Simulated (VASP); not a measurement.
Set up this calculation in VASP 6.6.1, as the native input.

* Task: relaxation of cell and atoms
* Functional: PBE
* Potentials or basis: VASP PAW PBE potentials, release 64 (B, C)
* Cutoff: 520 eV
* k mesh: 4 × 4 × 4
* Occupations: gaussian, width 0.15 eV
* Spin: no spin polarisation
* Further INCAR settings: PREC = Normal; ALGO = Fast; EDIFF = 0.0001; IBRION = 2; EDIFFG = -0.08; NSW = 24; ISIF = 3

The structure of B3C lies in POSCAR:

```
B3C
1.0
    4.3503544900      0.0000000000      0.0000000000
    0.0000000000      4.3503544900      0.0000000000
    0.0000000000      0.0000000000      4.3503544900
B C
6 2
Direct
    0.7428308300      0.0000000000      0.0000000000
    0.2571691700      0.0000000000      0.0000000000
    0.0000000000      0.7428308300      0.0000000000
    0.0000000000      0.2571691700      0.0000000000
    0.0000000000      0.0000000000      0.7428308300
    0.0000000000      0.0000000000      0.2571691700
    0.0000000000      0.0000000000      0.0000000000
    0.5000000000      0.5000000000      0.5000000000
```

The cell was built by a generator and needn't be a form met in nature.

The input as run:

INCAR

```
SYSTEM = B3C
ALGO = Fast ; EDIFF = 1E-4
EDIFFG = -0.08 ; ENCUT = 520
GGA = PE ; IBRION = 2
ISIF = 3 ; ISMEAR = 0
LASPH = .True. ; LCHARG = .False.
LREAL = .False. ; LWAVE = .False.
NELM = 60 ; NSW = 24
PREC = Normal ; SIGMA = 0.15
```

KPOINTS

```
k-points
0
Gamma
  4 4 4
  0 0 0
```

Potentials or basis: VASP PAW PBE potentials, release 64 (B, C).

Command:

```sh
$ cat potpaw_PBE.64/B/POTCAR potpaw_PBE.64/C/POTCAR > POTCAR
$ mpirun -np 1 vasp_std > vasp.out
```

Results of the run:

```yaml
Relaxed_volume: 11.73 Å³/atom
Relaxed_cell: a = 4.544 Å, b = 4.544 Å, c = 4.544 Å, α = 90.00°, β = 90.00°, γ = 90.00°
Space_group_after_relaxing_to_0.05_Å: Pm-3m (No. 221)
Energy_gained_by_relaxing: 3826.4 meV/atom
Ionic_steps: 16
Pressure_after_relaxing: -0.3 GPa
Largest_force_after_relaxing: 0.003 eV/Å
Band_gap_on_the_k_mesh: none (metal or under the smearing width)
```

Caveat: the k mesh is coarse (spacing up to 0.36 Å⁻¹), so the values aren't converged.

Wall time 61 s on 1 thread of Intel(R) Xeon(R) 6975P-C (Granite Rapids), with other jobs on the host, peak memory 0.14 GiB.
